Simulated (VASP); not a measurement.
Data:

```
Be3ZnSe4
1.0
   -0.00533     5.26103     5.27868
    5.26103    -0.00533     5.27868
    2.62785     2.62785     0.00000
Zn Se Be
1 4 3
Direct
  0.99845   0.99845   0.00310
  0.13865   0.13865   0.22271
  0.13124   0.60644   0.26232
  0.60644   0.13124   0.26232
  0.62493   0.62493   0.25013
  0.00004   0.50037   0.99959
  0.50037   0.00004   0.99959
  0.49988   0.49988   0.00024
```

All values below come from PBEsol GGA, VASP's PBE PAW potentials (set 64) (plane waves; VASP 6.6.1). Settings: 400 eV cut-off, Gaussian smearing of 0.050 eV, potentials Zn Se Be.

**Question.** Give the energies of bands 12 to 25 at the high-symmetry points, in eV from the valence-band maximum.

**Answer.** 
```json
[
 {"band": "12", "Γ": "-5.20", "Y": "-3.41", "C0": "-3.97", "Z": "-4.55", "A0": "-5.06", "T": "-5.27", "S": "-3.71", "R": "-5.01"},
 {"band": "13", "Γ": "-2.86", "Y": "-3.40", "C0": "-3.79", "Z": "-4.54", "A0": "-4.90", "T": "-5.06", "S": "-3.44", "R": "-4.96"},
 {"band": "14", "Γ": "-2.85", "Y": "-3.26", "C0": "-3.29", "Z": "-3.90", "A0": "-2.98", "T": "-2.93", "S": "-3.18", "R": "-3.25"},
 {"band": "15", "Γ": "-1.53", "Y": "-2.88", "C0": "-2.43", "Z": "-3.67", "A0": "-2.95", "T": "-2.85", "S": "-3.03", "R": "-3.21"},
 {"band": "16", "Γ": "-1.33", "Y": "-2.07", "C0": "-2.06", "Z": "-3.46", "A0": "-2.83", "T": "-2.77", "S": "-2.32", "R": "-3.13"},
 {"band": "17", "Γ": "-1.32", "Y": "-2.03", "C0": "-1.96", "Z": "-3.44", "A0": "-2.73", "T": "-2.74", "S": "-2.11", "R": "-2.99"},
 {"band": "18", "Γ": "-1.11", "Y": "-1.76", "C0": "-1.93", "Z": "-3.37", "A0": "-2.13", "T": "-1.55", "S": "-1.06", "R": "-2.33"},
 {"band": "19", "Γ": "-0.21", "Y": "-1.58", "C0": "-1.51", "Z": "-3.07", "A0": "-1.68", "T": "-1.23", "S": "-1.06", "R": "-2.30"},
 {"band": "20", "Γ": "-0.17", "Y": "-1.46", "C0": "-1.50", "Z": "-1.56", "A0": "-1.41", "T": "-1.10", "S": "-0.57", "R": "-2.02"},
 {"band": "21", "Γ": "0.00", "Y": "-0.77", "C0": "-0.55", "Z": "-1.06", "A0": "-1.28", "T": "-0.94", "S": "-0.37", "R": "-1.70"},
 {"band": "22", "Γ": "2.31", "Y": "3.21", "C0": "3.62", "Z": "4.41", "A0": "2.61", "T": "2.26", "S": "3.49", "R": "3.44"},
 {"band": "23", "Γ": "2.90", "Y": "3.56", "C0": "3.82", "Z": "4.64", "A0": "2.76", "T": "2.34", "S": "3.60", "R": "3.50"},
 {"band": "24", "Γ": "3.41", "Y": "4.41", "C0": "4.14", "Z": "5.53", "A0": "3.49", "T": "2.90", "S": "3.75", "R": "3.73"},
 {"band": "25", "Γ": "3.67", "Y": "4.82", "C0": "4.95", "Z": "5.60", "A0": "4.09", "T": "3.66", "S": "3.94", "R": "3.85"}
]
```

The gap is indirect, 2.26 eV, from the valence maximum at Γ to the conduction minimum at T.

The structure was generated: Be3ZnSe4 was put into an ordered model structure (Amm2), which need not be its known phase. It was relaxed first.
